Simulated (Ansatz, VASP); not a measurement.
**PBr: VASP beside Ansatz**

Contents of INCAR:

```
PREC = Accurate ; ENCUT = 520
EDIFF = 1E-7 ; ISMEAR = -1
SIGMA = 0.05 ; LREAL = False
LASPH = True ; NELM = 80
ALGO = Normal ; ISIF = 2
LWAVE = False ; LCHARG = False
GGA = PE ; NBANDS = 20
```

The input KPOINTS:

```
regular mesh
0
Gamma
  6 5 5
```

The input POSCAR:

```
PBr
1.0
    4.9385630000      0.0000000000      0.0000000000
   -2.0623900000      5.1944970000      0.0000000000
   -0.6967810000     -0.6537650000      6.2332560000
Br P
2 2
Direct
    0.6583320000      0.8530730000      0.2410890000
    0.3309270000      0.1436850000      0.7589710000
    0.6397640000      0.4981900000      0.6328680000
    0.3594060000      0.4971470000      0.3737420000
```

The input input.yaml:

```yaml
crystal:
  lattice:
    - [4.938563, 0.0, 0.0]
    - [-2.06239, 5.194497, 0.0]
    - [-0.696781, -0.653765, 6.233256]
  atoms:
    - { symbol: Br, position: [0.658332, 0.853073, 0.241089] }
    - { symbol: Br, position: [0.330927, 0.143685, 0.758971] }
    - { symbol: P, position: [0.639764, 0.49819, 0.632868] }
    - { symbol: P, position: [0.359406, 0.497147, 0.373742] }
hamiltonian:
  xc: pbe
  pseudopotentials: { kind: paw }
kpoints:
  mp_grid: { grid: [6, 5, 5] }
scf:
  occupations: { method: fermi_dirac, width: 0.05 }
output:
  forces: true
  stress: true
  eigenvalues: true
```

Change from the starting cell: atoms moved at random, drawn with an rms of 0.05 Å.

Alike in both runs: task single point; functional PBE; k mesh 6 × 5 × 5; occupations fermi-dirac, width 0.05 eV; no spin polarisation.

|  | VASP | Ansatz |
| --- | --- | --- |
| version | VASP 6.6.1 | Ansatz 0.2.0 |
| potentials or method | VASP PAW PBE potentials, release 64 (Br, P) | Ansatz PAW |
| plane-wave cutoff (eV) | 520 | 420 |
| valence electrons in the cell | 24 | 24 |

|  | VASP | Ansatz | Ansatz less VASP |
| --- | --- | --- | --- |
| gap on the k mesh at the Fermi level (eV) | 1.58 | 1.59 | +0.011 |
| least direct gap on the mesh (eV) | 1.58 | 1.59 | +0.011 |
| pressure (GPa) | 0.3 | 0.4 | +0.09 |
| largest component of the traceless stress (GPa) | 0.68 | 0.74 | +0.065 |
| rms of the force components (eV/Å) | 0.244 | 0.272 | +0.0280 |

Atom by atom the forces differ by 0.036 eV/Å (rms over components).

Caveats: an odd mesh through Γ misses points on the zone boundary, where band edges often lie (VASP); odd divisions of the mesh miss points on the zone boundary, where band edges often lie, so the gap on the mesh can be too wide (Ansatz).
